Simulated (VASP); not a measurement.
OSZICAR of a VASP run on NaCl (rock salt):

**OSZICAR**
```
       N       E                     dE             d eps       ncg     rms          rms(c)
DAV:   1     0.809544721769E+02    0.80954E+02   -0.71007E+03   641   0.122E+03
DAV:   2    -0.115869503504E+02   -0.92541E+02   -0.86806E+02   722   0.274E+02
DAV:   3    -0.190592897037E+02   -0.74723E+01   -0.74087E+01   776   0.796E+01
DAV:   4    -0.192181105979E+02   -0.15882E+00   -0.15862E+00   716   0.124E+01
DAV:   5    -0.192216852638E+02   -0.35747E-02   -0.35744E-02   828   0.181E+00    0.297E+00
DAV:   6    -0.140098833514E+02    0.52118E+01   -0.20105E+00   641   0.151E+01    0.155E+00
DAV:   7    -0.151920981716E+02   -0.11822E+01   -0.67130E-01   638   0.828E+00    0.171E+00
DAV:   8    -0.150365710028E+02    0.15553E+00   -0.20811E-01   638   0.481E+00    0.133E+00
DAV:   9    -0.151660946772E+02   -0.12952E+00   -0.24807E-01   638   0.608E+00    0.633E-01
DAV:  10    -0.150251382521E+02    0.14096E+00   -0.35135E-01   638   0.769E+00    0.306E-01
DAV:  11    -0.150534045617E+02   -0.28266E-01   -0.18078E-02   662   0.153E+00    0.118E-01
DAV:  12    -0.150582724461E+02   -0.48679E-02   -0.44705E-03   680   0.808E-01    0.117E-01
DAV:  13    -0.150577232641E+02    0.54918E-03   -0.11574E-03   668   0.335E-01    0.782E-02
DAV:  14    -0.150582351453E+02   -0.51188E-03   -0.64008E-04   653   0.306E-01    0.233E-02
DAV:  15    -0.150583039099E+02   -0.68765E-04   -0.41788E-05   692   0.742E-02    0.132E-02
DAV:  16    -0.150583103737E+02   -0.64638E-05   -0.43379E-06   776   0.241E-02    0.812E-03
DAV:  17    -0.150583100148E+02    0.35882E-06   -0.62055E-06   659   0.275E-02    0.462E-03
DAV:  18    -0.150583119447E+02   -0.19299E-05   -0.71947E-07   701   0.899E-03    0.136E-03
DAV:  19    -0.150583136673E+02   -0.17226E-05   -0.63818E-07   650   0.102E-02    0.588E-04
DAV:  20    -0.150583132933E+02    0.37401E-06   -0.20561E-08   689   0.192E-03    0.476E-04
DAV:  21    -0.150583136711E+02   -0.37778E-06   -0.11773E-08   523   0.162E-03    0.214E-04
DAV:  22    -0.150583134123E+02    0.25874E-06   -0.52597E-09   331   0.806E-04    0.850E-05
DAV:  23    -0.150583134821E+02   -0.69788E-07   -0.76525E-10   331   0.316E-04
   1 F= -.15058313E+02 E0= -.15058313E+02  d E =-.180475E-19
```

Q: Which electronic solver shows in the log?

A: It is blocked Davidson (ALGO = Normal, or the opening steps of other solvers). The INCAR had ALGO = Normal.

Q: Can the final energy be trusted as converged?

A: The run converged. It stopped with EDIFF = 1E-7, NELM = 100 (MS2 meta-GGA, plane waves, VASP's PBE PAW potentials (set 64)).

The compound is NaCl in the rock salt structure. This cell is one point of a volume scan, at 0.97 of the reference volume.
